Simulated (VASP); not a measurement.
Data:

```
CdO
1.0
    0.00000     2.32731     2.32731
    2.32731     0.00000     2.32731
    2.32731     2.32731     0.00000
Cd O
1 1
Direct
  0.00000   0.00000   0.00000
  0.50000   0.50000   0.50000
```

The numbers are results of LDA (Ceperley-Alder, Perdew-Zunger), VASP's LDA PAW potentials (set 64) (plane waves; VASP 6.6.1), not measurements. Numerical set-up: 520 eV cut-off, Gaussian smearing of 0.050 eV, potentials Cd O.

Q: Give the energies of bands 2 to 10 at the high-symmetry points, in eV from the Fermi level.

A: 
| band | Γ | X | U | L | W |
|---|---|---|---|---|---|
| 2 | -6.72 | -7.23 | -7.23 | -7.86 | -6.97 |
| 3 | -6.72 | -6.10 | -6.74 | -7.40 | -6.89 |
| 4 | -6.72 | -5.95 | -6.57 | -7.40 | -6.89 |
| 5 | -6.40 | -5.95 | -6.05 | -6.11 | -5.95 |
| 6 | -6.40 | -5.57 | -5.92 | -6.11 | -5.70 |
| 7 | -1.46 | -4.63 | -3.58 | -3.90 | -3.17 |
| 8 | -1.46 | -2.49 | -3.02 | 0.03 | -3.17 |
| 9 | -1.46 | -2.49 | -1.33 | 0.03 | -1.96 |
| 10 | -0.43 | 3.80 | 5.39 | 4.32 | 6.00 |

It has no gap at this level: it comes out as a metal or semimetal.

The structure comes from a computed database's CdO entry (Fm-3m); how it stands against other phases isn't given here. It was relaxed first.
